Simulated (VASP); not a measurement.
Energy against volume of HfB2 (AlB2 type). Level of theory: PBE GGA, VASP's PBE PAW potentials (set 64) (plane waves; VASP). Settings: 520 eV cut-off, 11×11×9 Γ-centred mesh, first-order Methfessel-Paxton smearing of 0.10 eV, potentials Hf_pv B.

Shape and ions are relaxed at each volume.

| V (Å³/atom) | E (eV/atom) |
|---|---|
| 9.648 | -8.79446 |
| 9.946 | -8.80184 |
| 10.244 | -8.79510 |
| 10.543 | -8.77620 |

**Question.** Fit these four points and predict the energy of the run at 9.349 Å³/atom.

**Answer.** A cubic in V^(−2/3), the third-order Birch-Murnaghan form, passes through the four points with V0 = 9.94 Å³/atom and B0 = 253 GPa, and gives -8.7705 eV/atom there. The run gave -8.7707 eV/atom, -0.2 meV/atom from the fit; all five points give B0 = 252 GPa.

The compound is HfB2 in the AlB2 type structure. It was relaxed first.
